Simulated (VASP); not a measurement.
Crystal: NbWS4.

```
Nb W S
1.0
     6.54923    0.07872   -0.04552
    -1.60322    2.89027    0.01141
    -0.09477    0.00014   13.73708
Nb W S
2 2 8
Direct
  0.99344 0.98905 0.99452
  0.50071 0.01762 0.00023
  0.17377 0.67976 0.49941
  0.64491 0.62092 0.50211
  0.18094 0.68141 0.11510
  0.66683 0.67472 0.11764
  0.16835 0.67643 0.88133
  0.66088 0.64928 0.88247
  0.99803 0.00799 0.39104
  0.50719 0.01302 0.39035
  0.98563 0.99539 0.61280
  0.50723 0.01274 0.61394
```

The cell was built by a generator and needn't be a form met in nature.

| Item | Value |
| --- | --- |
| Program | VASP 6.6.1 |
| Task | relaxation of cell and atoms |
| Functional | PBE |
| Potentials or basis | VASP PAW PBE potentials, release 64 (Nb_sv, W_sv, S) |
| Cutoff | 520 eV |
| k mesh | 8 × 8 × 2 |
| Occupations | gaussian, width 0.15 eV |
| Spin | no spin polarisation |

At the start: pressure -3.2 GPa; volume 21.81 Å³/atom.

Q: How do energy, volume and symmetry change on relaxing?

A: Over 18 steps the energy falls by 53.9 meV/atom and the volume is 21.07 Å³/atom (-3.4 %); space group Cm (No. 8, to 0.05 Å).

The path:
```tsv
step	energy change (eV)	largest force (eV/Å)	pressure (GPa)	volume (Å³)
1	0.0000	3.1204	-3.17	261.75
2	-0.4085	1.7605	4.94	245.70
3	-0.5088	1.0401	2.08	250.41
4	-0.5655	0.8977	-2.09	256.23
5	-0.6051	0.4224	-0.54	253.92
6	-0.6372	0.2333	0.09	252.72
7	-0.6383	0.2121	0.24	252.45
8	-0.6432	0.1292	-0.17	253.25
9	-0.6433	0.1011	-0.15	253.17
10	-0.6448	0.0757	0.13	252.77
11	-0.6449	0.0730	0.14	252.79
12	-0.6456	0.0579	-0.11	253.19
13	-0.6456	0.0582	-0.09	253.13
14	-0.6462	0.0309	-0.02	252.94
15	-0.6462	0.0382	0.00	252.86
16	-0.6462	0.0333	0.03	252.88
17	-0.6462	0.0369	0.01	252.87
18	-0.6464	0.0201	0.00	252.87
```

Final structure:
```
CELL_PARAMETERS angstrom
6.52839 -0.00032 -0.01424
-1.63232 2.82738 -0.00109
-0.02854 -0.02217 13.70014
ATOMIC_POSITIONS crystal
Nb 0.99892 0.00200 0.99845
Nb 0.50221 0.00513 0.99876
W 0.16388 0.66639 0.50156
W 0.66397 0.66608 0.50155
S 0.16890 0.67220 0.11403
S 0.66850 0.67143 0.11503
S 0.16701 0.66922 0.88305
S 0.66564 0.66834 0.88240
S 0.99555 0.99738 0.38883
S 0.49567 0.99725 0.38890
S 0.99873 0.00161 0.61422
S 0.49893 0.00129 0.61415
```
